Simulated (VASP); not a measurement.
An input for Quantum ESPRESSO's pw.x (written as the equivalent of a VASP run, and not itself run):

```
&CONTROL
  calculation = 'scf'
  pseudo_dir = './pseudo'
  outdir = './out'
  tprnfor = .true.
  tstress = .true.
/
&SYSTEM
  ibrav = 0
  nat = 16
  ntyp = 1
  ecutwfc = 92
  occupations = 'smearing'
  smearing = 'methfessel-paxton'
  degauss = 0.003675
  input_dft = 'pbesol'
/
&ELECTRONS
  conv_thr = 7.3e-08
  electron_maxstep = 100
/
ATOMIC_SPECIES
  Cu 63.546 Cu.upf
CELL_PARAMETERS angstrom
     3.6074800    0.0000000    0.0000000
     0.0000000    5.1017480    0.0000000
     0.0000000    0.0000000   24.8537000
ATOMIC_POSITIONS crystal
  Cu   0.0000000  0.6250000  0.3727730
  Cu   0.5000000  0.3750000  0.3218840
  Cu   0.0000000  0.1250000  0.3727730
  Cu   0.5000000  0.8750000  0.3218840
  Cu   0.0000000  0.1250000  0.4745530
  Cu   0.5000000  0.8750000  0.4236630
  Cu   0.0000000  0.6250000  0.4745530
  Cu   0.5000000  0.3750000  0.4236630
  Cu   0.0000000  0.6250000  0.5763330
  Cu   0.5000000  0.3750000  0.5254430
  Cu   0.0000000  0.1250000  0.5763330
  Cu   0.5000000  0.8750000  0.5254430
  Cu   0.0000000  0.1250000  0.6781160
  Cu   0.5000000  0.8750000  0.6272270
  Cu   0.0000000  0.6250000  0.6781160
  Cu   0.5000000  0.3750000  0.6272270
K_POINTS automatic
  5 3 1 0 0 0
```

Q: Write the VASP files for the same calculation (PBEsol).

A: Several could match; the one computed here: 
INCAR:
```
! general
SYSTEM  = Cu
PREC    = Accurate
ENCUT   = 300
LREAL   = Auto
LASPH   = T

! electronic loop
EDIFF   = 1E-6
NELM    = 100
ALGO    = Normal
LMAXMIX = 4

! smearing
ISMEAR  = 1
SIGMA   = 0.05

! functional
GGA     = PS

! ions
ISIF    = 2

! output
LWAVE   = F
LCHARG  = F
```

KPOINTS:
```
Automatic mesh
0
Gamma
5 3 1
0 0 0
```

**POSCAR**
```
Cu
1
    3.6074800000     0.0000000000     0.0000000000
    0.0000000000     5.1017480000     0.0000000000
    0.0000000000     0.0000000000    24.8537000000
Cu
16
Direct
  0.0000000000   0.6250000000   0.3727730000
  0.5000000000   0.3750000000   0.3218840000
  0.0000000000   0.1250000000   0.3727730000
  0.5000000000   0.8750000000   0.3218840000
  0.0000000000   0.1250000000   0.4745530000
  0.5000000000   0.8750000000   0.4236630000
  0.0000000000   0.6250000000   0.4745530000
  0.5000000000   0.3750000000   0.4236630000
  0.0000000000   0.6250000000   0.5763330000
  0.5000000000   0.3750000000   0.5254430000
  0.0000000000   0.1250000000   0.5763330000
  0.5000000000   0.8750000000   0.5254430000
  0.0000000000   0.1250000000   0.6781160000
  0.5000000000   0.8750000000   0.6272270000
  0.0000000000   0.6250000000   0.6781160000
  0.5000000000   0.3750000000   0.6272270000
```

POTCAR, in this order: Cu (PBE.64 set). Program: vasp_std.

The two are equivalent in intent, not identical: the potentials are each code's own (VASP's PAW set, PseudoDojo norm-conserving files in pw.x), so ENCUT and ecutwfc are chosen apart and not converted; conv_thr bounds pw.x's estimated SCF error, while EDIFF bounds the energy change between steps.

The cell is a sheet with vacuum, built from a database entry that may be metastable or hypothetical.
